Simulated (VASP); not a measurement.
Input of a VASP 6.6.1 run:

The input INCAR:

```
PREC = Accurate ; ENCUT = 520
EDIFF = 1E-7 ; ISMEAR = -1
SIGMA = 0.05 ; LREAL = Auto
LASPH = True ; NELM = 100
ALGO = Fast ; ISIF = 2
LWAVE = False ; LCHARG = True
LELF = True ; LVHAR = True
NBANDS = 38
```

The input KPOINTS:

```
regular mesh
0
Gamma
  4 3 1
```

POSCAR

```
KBe18
1.0
    4.5800000000      0.0000000000      0.0000000000
    3.4350000000      5.9495950000      0.0000000000
    0.0000000000      0.0000000000     15.5884300000
Be K
18 1
Direct
    0.0000000000      0.0000000000      0.0641500780
    0.5000000000      0.0000000000      0.0641500780
    0.0000000420      0.3333332773      0.0641500780
    0.5000000420      0.3333332773      0.0641500780
   -0.0000000420      0.6666667227      0.0641500780
    0.4999999580      0.6666667227      0.0641500780
   -0.1670460103      0.2237291782      0.1802096812
    0.3298951785      0.2260180735      0.1798268331
   -0.1700914622      0.5562212218      0.1780760474
    0.3347428297      0.5573792838      0.1781788160
   -0.1713512554      0.8952325326      0.1783187916
    0.3326504906      0.8903303502      0.1796825594
   -0.0008258815     -0.0011809207      0.2949222597
    0.4987780682      0.0010994026      0.2949771722
   -0.0024509933      0.3358196650      0.2950995706
    0.4978431039      0.3344257886      0.2952999757
   -0.0021291569      0.6676051059      0.2863148502
    0.4990074923      0.6665428487      0.2944953405
   -0.0084796631      0.6689562903      0.4633283147
```

Potentials or basis: VASP PAW LDA potentials, release 64 (Be, K_sv).

Launch:

```sh
$ cat potpaw_LDA.64/Be/POTCAR potpaw_LDA.64/K_sv/POTCAR > POTCAR
$ mpirun -np 1 vasp_std > vasp.out
```

Task: Estimate the band gap on the k mesh.

Result: None (metal or under the smearing width).

Task: What does it give for the largest force?

Result: 0.068 eV/Å.

Forces in eV/Å, atoms in the order of the input:
```
Be   0.030  0.030  0.001
Be  -0.042  0.054 -0.004
Be  -0.015 -0.021  0.003
Be   0.000 -0.033  0.021
Be  -0.020  0.020 -0.037
Be   0.004  0.038 -0.031
Be   0.023 -0.020 -0.005
Be   0.004 -0.029  0.001
Be  -0.003 -0.027 -0.010
Be   0.026 -0.017 -0.005
Be   0.023 -0.029 -0.013
Be   0.006 -0.025  0.010
Be  -0.003  0.016  0.013
Be  -0.010  0.009  0.009
Be  -0.004  0.006  0.012
Be  -0.010  0.010  0.012
Be  -0.013  0.008 -0.011
Be   0.004  0.008  0.018
K    0.000  0.001  0.016
```

Caveat: the k mesh is coarse (spacing up to 0.40 Å⁻¹), so the values aren't converged.
